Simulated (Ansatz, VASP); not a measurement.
# Cross-check of P between VASP and Ansatz, part 2 of 2

Aim: how closely do two programs agree when they are given the same cell, functional and k mesh? The cell is taken from a series of runs on this material, whose earlier steps may have relaxed, scaled, displaced or heated it; both programs get it as it stands.

VASP 6.6.1 and Ansatz 0.2.0.

So far: The structure; Ansatz: zone-centre phonons, PBEsol with D3(BJ).

### Step 3. VASP: zone-centre phonons, PBEsol with D3(BJ)

Level of this step: PBEsol with D3(BJ); plane waves and PAW (P) (VASP).

The same cell, functional, mesh and smearing now go to VASP, with its own data sets.

Lines of VASP's logs that name or quote its potential files are left out, and so is its time.

INCAR reads:

```
SYSTEM = P
PREC = Accurate
ENCUT = 500
EDIFF = 1E-08
NELM = 120
ISMEAR = 1
SIGMA = 0.2
LREAL = .FALSE.
ALGO = Normal
GGA = PS
IVDW = 12
NBANDS = 16
LORBIT = 11
LWAVE = .FALSE.
LCHARG = .FALSE.
ISIF = 2
IBRION = 6
NFREE = 2
POTIM = 0.015
NSW = 1
LASPH = .TRUE.
GGA_COMPAT = .FALSE.
KPAR = 2
```

POSCAR reads:

```
P
1.0
    1.6714368417     -5.0125328824      0.0000000000
    1.6714368417      5.0125328824      0.0000000000
    0.0000000000      0.0000000000      3.9339419439
P
4
Direct
    0.8905602490      0.1094397510      0.0617525608
    0.6094397510      0.3905602490      0.5617525608
    0.1094397510      0.8905602490      0.9382474392
    0.3905602490      0.6094397510      0.4382474392
```

KPOINTS reads:

```
Automatic mesh
0
Gamma
12 12 12
0 0 0
```

The projector-augmented-wave data sets are P (PBE family, release 64).

Launch:

```sh
$ mpirun -np 2 vasp_std
```

Numbers of over 12 decimals in the logs are rounded to 6 here.

The program printed:

```text
[banner, memory and clock lines left out]
running    2 mpi-ranks, on    1 nodes
 distrk:  each k-point on    1 cores,    2 groups
 distr:  one band on    1 cores,    1 groups

 POSCAR found type information on POSCAR P
 POSCAR found :  1 types and       4 ions
|                                                                             |
|               ----> ADVICE to this user running VASP <----                  |
|                                                                             |
|     You enforced a specific xc type in the INCAR file but a different       |
|     [... a line on the potential file left out ...]
|     I HOPE YOU KNOW WHAT YOU ARE DOING!                                     |
|                                                                             |

 LDA part: xc-table for (Slater+PW92), standard interpolation
 POSCAR, INCAR and KPOINTS ok, starting setup
 FFT: planning ... GRIDC
 FFT: planning ... GRID_SOFT
 FFT: planning ... GRID
 WAVECAR not read
 entering main loop
       N       E                     dE             d eps       ncg     rms          rms(c)
DAV:   1     0.521411426846E+02    0.52141E+02   -0.83713E+03  9632   0.104E+03
DAV:   2    -0.202193600005E+02   -0.72361E+02   -0.70108E+02 13096   0.159E+02
DAV:   3    -0.231378071439E+02   -0.29184E+01   -0.29012E+01 13224   0.335E+01
DAV:   4    -0.231631015675E+02   -0.25294E-01   -0.25286E-01 11880   0.380E+00
DAV:   5    -0.231634765430E+02   -0.37498E-03   -0.37495E-03 13392   0.420E-01    0.103E+01
DAV:   6    -0.230522730310E+02    0.11120E+00   -0.57300E-02 11520   0.144E+00    0.600E+00
DAV:   7    -0.230043674398E+02    0.47906E-01   -0.90274E-02 12704   0.179E+00    0.276E-01
DAV:   8    -0.230038731430E+02    0.49430E-03   -0.10317E-02 11344   0.662E-01    0.194E-01
DAV:   9    -0.230038583879E+02    0.14755E-04   -0.51198E-04 13328   0.140E-01    0.878E-02
DAV:  10    -0.230038420026E+02    0.16385E-04   -0.66042E-05 12200   0.461E-02    0.382E-02
DAV:  11    -0.230038437122E+02   -0.17096E-05   -0.91949E-06 12848   0.207E-02    0.813E-03
DAV:  12    -0.230038438339E+02   -0.12169E-06   -0.34934E-07 11816   0.383E-03    0.349E-03
DAV:  13    -0.230038438067E+02    0.27148E-07   -0.76644E-08 11968   0.182E-03    0.102E-03
DAV:  14    -0.230038438017E+02    0.49993E-08   -0.10539E-08  6904   0.635E-04
   1 F= -.24373160E+02 E0= -.24373398E+02  d E =0.716021E-03
[...]
2 F= -.24372048E+02 E0= -.24372288E+02  d E =0.720619E-03
[...]
3 F= -.24372048E+02 E0= -.24372288E+02  d E =0.720618E-03
[...]
4 F= -.24371872E+02 E0= -.24372158E+02  d E =0.857327E-03
[...]
5 F= -.24372632E+02 E0= -.24372838E+02  d E =0.618527E-03
[...]
6 F= -.24372286E+02 E0= -.24372476E+02  d E =0.569276E-03
 Finite differences progress:
  Degree of freedom:   3/  3
  Displacement:        1/  2
  Total:               5/  6
 bond charge predicted
       N       E                     dE             d eps       ncg     rms          rms(c)
DAV:   1    -0.230007439054E+02    0.21678E-02   -0.35019E-01 15536   0.326E+00    0.336E-01
DAV:   2    -0.230022363584E+02   -0.14925E-02   -0.17575E-02 21888   0.840E-01    0.873E-02
DAV:   3    -0.230021819248E+02    0.54434E-04   -0.25426E-04 18120   0.109E-01    0.512E-02
DAV:   4    -0.230021691614E+02    0.12763E-04   -0.52939E-05 20944   0.429E-02    0.249E-02
DAV:   5    -0.230021690018E+02    0.15962E-06   -0.52168E-06 19416   0.142E-02    0.121E-02
DAV:   6    -0.230021688832E+02    0.11853E-06   -0.69214E-07 20312   0.489E-03    0.304E-03
DAV:   7    -0.230021689288E+02   -0.45568E-07   -0.14306E-07 20304   0.211E-03    0.552E-04
DAV:   8    -0.230021689385E+02   -0.96907E-08   -0.78051E-09 10248   0.556E-04
   7 F= -.24371428E+02 E0= -.24371723E+02  d E =0.885727E-03
 Finite differences progress:
  Degree of freedom:   3/  3
  Displacement:        2/  2
  Total:               6/  6
```

OUTCAR, selected parts (step 3):

```text
ion  position               nearest neighbor table
   1  0.891  0.109  0.062-   4 2.23   4 2.23   3 2.25
   2  0.609  0.391  0.562-   3 2.23   3 2.23   4 2.25
   3  0.109  0.891  0.938-   2 2.23   2 2.23   1 2.25
   4  0.391  0.609  0.438-   1 2.23   1 2.23   2 2.25

  LATTYP: Found a base centered orthorhombic cell.
 ALAT       =     3.3428736834
 B/A-ratio  =     2.9989364583
 C/A-ratio  =     1.1768144167

 Subroutine GETGRP returns: Found  8 space group operations
 (whereof  4 operations were pure point group operations)

The static configuration has the point symmetry C_2h.
 The point group associated with its full space group is D_2h.

 Found    301 irreducible k-points:

   k-points           NKPTS =    301   k-points in BZ     NKDIM =    301   number of bands    NBANDS=     16

   dimension x,y,z NGX =    40 NGY =   40 NGZ =   30
   dimension x,y,z NGXF=    80 NGYF=   80 NGZF=   60

   ENCUT  =  500.0 eV  36.75 Ry    6.06 a.u.   9.63  9.63  7.17*2*pi/ulx,y,z

   NELECT =      20.0000    total number of electrons

 k-points in reciprocal lattice and weights: Automatic mesh
   0.00000000  0.00000000  0.00000000       0.001
   0.08333333 -0.00000000  0.00000000       0.002
   0.16666667  0.00000000  0.00000000       0.002
   0.25000000  0.00000000  0.00000000       0.002
   0.33333333  0.00000000  0.00000000       0.002
   0.41666667  0.00000000  0.00000000       0.002
   0.50000000  0.00000000  0.00000000       0.001
   0.08333333  0.08333333  0.00000000       0.001
   0.16666667  0.08333333  0.00000000       0.002
[...]
15      13.1757      0.00000
    ...

 k-point     3 :       0.1667    0.0000    0.0000
  band No.  band energies     occupation
    ...
      6       3.0873      2.00000
      7       3.1469      2.00000
      8       5.4463      2.00000
      9       5.7624      2.00000
     10       7.2515      2.00000
     11       9.9576     -0.00000
     12      10.6156     -0.00000
     13      11.1636     -0.00000
     14      11.3954     -0.00000
     15      12.1889      0.00000
    ...

 k-point     4 :       0.2500    0.0000    0.0000
  band No.  band energies     occupation
    ...
      6       2.9973      2.00000
      7       3.5087      2.00000
      8       5.6033      2.00000
      9       5.8331      2.00000
     10       7.1462      2.00000
     11       9.4160     -0.00000
     12      10.3868     -0.00000
     13      10.4443     -0.00000
     14      11.4795     -0.00000
     15      11.5152     -0.00000
    ...

 k-point     5 :       0.3333    0.0000    0.0000
  band No.  band energies     occupation
    ...
      6       3.1759      2.00000
      7       4.0556      2.00000
      8       5.7262      2.00000
      9       5.8323      2.00000
     10       6.5432      2.00000
     11       8.5697     -0.01347
     12       9.7788     -0.00000
     13      10.2548     -0.00000
     14      10.4644     -0.00000
     15      11.1630     -0.00000
    ...

 Edisp (eV)   -1.36926

  Total      -0.63152    -0.58562    -0.73828     0.00000     0.07089     0.00000
  in kB     -15.34941   -14.23393   -17.94424     0.00000     1.72314     0.00000
  external pressure =      -15.84 kB  Pullay stress =        0.00 kB

  energy-cutoff  :      500.00
  volume of cell :       65.92
      direct lattice vectors                 reciprocal lattice vectors
     1.671436842 -5.012532882  0.000000000     0.299143819 -0.099749969  0.000000000
     1.671436842  5.012532882  0.000000000     0.299143819  0.099749969  0.000000000
     0.000000000  0.000000000  3.933941944     0.000000000  0.000000000  0.254197956

 POSITION                                       TOTAL-FORCE (eV/Angst)
 -----------------------------------------------------------------------------------
      1.67144     -3.91539      0.22793         0.000000     -0.021371      0.200042
      1.67144     -1.09714      2.20990         0.000000      0.016824     -0.003098
      1.67144      3.91539      3.69101         0.000000      0.021635     -0.032944
      1.67144      1.09714      1.72404         0.000000     -0.017088     -0.164000
 -----------------------------------------------------------------------------------
    total drift:                               -0.000000      0.000001     -0.000071

  FREE ENERGIE OF THE ION-ELECTRON SYSTEM (eV)
  ---------------------------------------------------
  free  energy   TOTEN  =       -24.3714276791 eV

  energy  without entropy=      -24.3723134062  energy(sigma->0) =      -24.37172292

 Eigenvectors and eigenvalues of the dynamical matrix
 ----------------------------------------------------

   1 f  =   13.362613 THz    83.959776 2PiTHz  445.728804 cm-1    55.263304 meV
             X         Y         Z           dx          dy          dz
      1.671437 -3.915392  0.242931    -0.000000    0.000001   -0.500000
      1.671437 -1.097141  2.209902     0.000000    0.000001    0.500000
      1.671437  3.915392  3.691011    -0.000000    0.000001   -0.500000
      1.671437  1.097141  1.724040     0.000000    0.000001    0.500000

   2 f  =   12.502961 THz    78.558423 2PiTHz  417.053901 cm-1    51.708070 meV
             X         Y         Z           dx          dy          dz
      1.671437 -3.915392  0.242931    -0.000000    0.221782    0.448121
      1.671437 -1.097141  2.209902     0.000000   -0.221782    0.448121
      1.671437  3.915392  3.691011    -0.000000   -0.221782   -0.448121
      1.671437  1.097141  1.724040     0.000000    0.221782   -0.448121

   3 f  =   11.978267 THz    75.261670 2PiTHz  399.551973 cm-1    49.538109 meV
             X         Y         Z           dx          dy          dz
      1.671437 -3.915392  0.242931     0.500000    0.000000   -0.000000
      1.671437 -1.097141  2.209902    -0.500000    0.000000   -0.000000
      1.671437  3.915392  3.691011     0.500000   -0.000000   -0.000000
      1.671437  1.097141  1.724040    -0.500000   -0.000000    0.000000

   4 f  =   11.922883 THz    74.913682 2PiTHz  397.704559 cm-1    49.309059 meV
             X         Y         Z           dx          dy          dz
      1.671437 -3.915392  0.242931    -0.500000    0.000000    0.000000
      1.671437 -1.097141  2.209902    -0.500000    0.000000    0.000000
      1.671437  3.915392  3.691011     0.500000    0.000000    0.000000
      1.671437  1.097141  1.724040     0.500000   -0.000000   -0.000000

   5 f  =   11.207360 THz    70.417919 2PiTHz  373.837284 cm-1    46.349895 meV
             X         Y         Z           dx          dy          dz
      1.671437 -3.915392  0.242931     0.000000   -0.499227    0.027785
      1.671437 -1.097141  2.209902    -0.000000   -0.499227   -0.027785
      1.671437  3.915392  3.691011     0.000000    0.499227   -0.027785
      1.671437  1.097141  1.724040    -0.000000    0.499227    0.027785

   6 f  =   10.859706 THz    68.233543 2PiTHz  362.240786 cm-1    44.912113 meV
             X         Y         Z           dx          dy          dz
      1.671437 -3.915392  0.242931     0.000000   -0.448121    0.221782
      1.671437 -1.097141  2.209902    -0.000000    0.448121    0.221782
      1.671437  3.915392  3.691011     0.000000    0.448121   -0.221782
      1.671437  1.097141  1.724040    -0.000000   -0.448121   -0.221782

   7 f  =    6.151358 THz    38.650124 2PiTHz  205.187227 cm-1    25.439962 meV
             X         Y         Z           dx          dy          dz
      1.671437 -3.915392  0.242931     0.000000   -0.027785   -0.499227
      1.671437 -1.097141  2.209902    -0.000000   -0.027785    0.499227
      1.671437  3.915392  3.691011    -0.000000    0.027785    0.499227
      1.671437  1.097141  1.724040     0.000000    0.027785   -0.499227

   8 f  =    5.150542 THz    32.361813 2PiTHz  171.803604 cm-1    21.300923 meV
             X         Y         Z           dx          dy          dz
      1.671437 -3.915392  0.242931    -0.500000    0.000000   -0.000000
      1.671437 -1.097141  2.209902     0.500000    0.000000    0.000000
      1.671437  3.915392  3.691011     0.500000    0.000000    0.000000
      1.671437  1.097141  1.724040    -0.500000    0.000000   -0.000000

   9 f  =    1.998987 THz    12.560007 2PiTHz   66.679034 cm-1     8.267143 meV
             X         Y         Z           dx          dy          dz
      1.671437 -3.915392  0.242931    -0.000000    0.500000    0.000572
      1.671437 -1.097141  2.209902    -0.000000   -0.500000    0.000572
      1.671437  3.915392  3.691011     0.000000    0.500000    0.000572
      1.671437  1.097141  1.724040    -0.000000   -0.500000    0.000572

  10 f  =    0.000000 THz     0.000001 2PiTHz    0.000004 cm-1     0.000000 meV
             X         Y         Z           dx          dy          dz
      1.671437 -3.915392  0.242931     0.500000    0.000001    0.000000
      1.671437 -1.097141  2.209902     0.500000    0.000001    0.000000
      1.671437  3.915392  3.691011     0.500000    0.000001    0.000000
      1.671437  1.097141  1.724040     0.500000    0.000001    0.000000

  11 f/i=    0.000039 THz     0.000244 2PiTHz    0.001296 cm-1     0.000161 meV
             X         Y         Z           dx          dy          dz
      1.671437 -3.915392  0.242931     0.000001   -0.500000   -0.000001
      1.671437 -1.097141  2.209902     0.000001   -0.500000    0.000001
      1.671437  3.915392  3.691011     0.000001   -0.500000   -0.000001
      1.671437  1.097141  1.724040     0.000001   -0.500000    0.000001

  12 f/i=    0.002285 THz     0.014357 2PiTHz    0.076218 cm-1     0.009450 meV
             X         Y         Z           dx          dy          dz
      1.671437 -3.915392  0.242931     0.000000    0.000572   -0.500000
      1.671437 -1.097141  2.209902     0.000000   -0.000572   -0.500000
      1.671437  3.915392  3.691011     0.000000    0.000572   -0.500000
      1.671437  1.097141  1.724040     0.000000   -0.000572   -0.500000

 ELASTIC MODULI CONTR FROM IONIC RELAXATION (kBar)
 Direction    XX          YY          ZZ          XY          YZ          ZX
 --------------------------------------------------------------------------------
 XX        -221.8891   -257.2444   -470.2612     -0.0000      0.0000     -0.0000
 YY        -257.2444  -1096.6906   -321.0521     -0.0000      0.0000     -0.0000
 ZZ        -470.2612   -321.0521  -1059.5687     -0.0000      0.0000     -0.0000
 XY          -0.0000     -0.0000     -0.0000   -446.3044      0.0000      0.0000
 YZ           0.0000      0.0000      0.0000      0.0000   -452.1289      0.0000
 ZX          -0.0000     -0.0000     -0.0000      0.0000      0.0000   -487.7168
 --------------------------------------------------------------------------------

 total charge
# of ion       s       p       d       tot
------------------------------------------
    1        1.085   1.357   0.000   2.441
    2        1.085   1.357   0.000   2.441
    3        1.085   1.357   0.000   2.441
    4        1.085   1.357   0.000   2.441
--------------------------------------------------
tot          4.339   5.426   0.000   9.765

[... 1 further part left out ...]
```

Levels, forces or a CONTCAR printed for this step are those of its last displaced cell, not of the structure at rest.

### Step 4. Side by side

Known differences besides the potentials themselves: the cutoff is 420 eV in Ansatz and 500 eV in VASP; Ansatz makes its cores anew for this functional, VASP keeps those of its PBE data sets; Ansatz takes the dispersion share of the force constants at frozen C6 weights, VASP differentiates the full forces; VASP uses finite displacements, Ansatz perturbation theory. Total energies have different zeros and are not compared.

Both answers:

```csv
quantity,Ansatz,VASP,difference
optical mode 1 (cm⁻¹),66.0,66.7,-0.99 %
optical mode 2 (cm⁻¹),170.5,171.8,-0.75 %
optical mode 3 (cm⁻¹),204.5,205.2,-0.34 %
optical mode 4 (cm⁻¹),362.4,362.2,+0.04 %
optical mode 5 (cm⁻¹),372.9,373.8,-0.26 %
optical mode 6 (cm⁻¹),397.9,397.7,+0.06 %
optical mode 7 (cm⁻¹),399.8,399.6,+0.05 %
optical mode 8 (cm⁻¹),417.8,417.1,+0.17 %
optical mode 9 (cm⁻¹),445.8,445.7,+0.02 %
```

Modes are paired by rising frequency, not by their patterns, so a pair may set unlike modes beside each other; they are those without the splitting of longitudinal modes.

### Step 5. What came out

```json
{
 "r.m.s. difference of the optical zone-centre modes, each program's sorted by frequency (zone-centre phonons, PBEsol with D3(BJ))": "0.68 cm⁻¹",
 "difference in optical mode 1 (zone-centre phonons, PBEsol with D3(BJ))": "-1.0 %"
}
```

**Reading.** The r.m.s. difference of the optical zone-centre modes, each program's sorted by frequency is 0.68 cm⁻¹ (zone-centre phonons, PBEsol with D3(BJ)). Among the rows given in per cent, the largest difference of the zone-centre phonons, PBEsol with D3(BJ) pair is in optical mode 1, -1.0 %. How closely two codes agree says nothing of how well the functional describes the real material.

[Lines on the potential files, build, host, timing and source positions are cut from VASP's logs without a mark.]

[Logs are printed without paths, hosts, clocks, repeated set-up lines and the standing remarks that a program may print on its own settings, such as how far it seeks lower states.]

[Hosts, paths, dates, database ids (printed as entryN), source tags and the programs' standing remarks are cut or masked in the printed files.]
